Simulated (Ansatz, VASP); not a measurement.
**MgBeTe3: VASP beside Ansatz**

```
Mg Be Te
1.0
     3.94240   -4.55342    0.53000
     3.94240    4.55342    0.53000
     0.73288    0.00000    4.89562
Mg Be Te
1 1 3
Cartesian
  4.3886 0.0000 2.8032
  0.3062 0.0000 0.9081
  2.7880 -2.9127 2.1681
  3.3657 0.0000 5.4707
  2.7880 2.9127 2.1681
```

Change from the starting cell: species swapped into the TlAgBr3 type (Cm, No. 8).

Alike in both runs: functional PBE; k mesh 4 × 4 × 4; occupations gaussian, width 0.1 eV; no spin polarisation.

Ansatz relaxed the structure, and its values are those at the end. VASP's run is a single point on that final structure, the one shown.

|  | VASP | Ansatz |
| --- | --- | --- |
| version | VASP 6.6.1 | Ansatz 0.2.0 |
| potentials or method | VASP PAW PBE potentials, release 64 (Mg, Be, Te) | scalar-relativistic, plane waves, PAW |
| plane-wave cutoff (eV) | 520 | 420 |
| valence electrons in the cell | 22 | 60 |

```csv
,VASP,Ansatz,Ansatz less VASP
gap on the k mesh at the Fermi level (eV),0.38,0.38,-0.001
least direct gap on the mesh (eV),0.42,0.41,-0.001
pressure (GPa),0.0,0.0,-0.02
rms of the force components (eV/Å),0.015,0.007,-0.0072
```

The two sets of potentials don't hold the same shells in valence.

Caveats: spin-orbit coupling is left out, which moves the levels of the heavy elements.
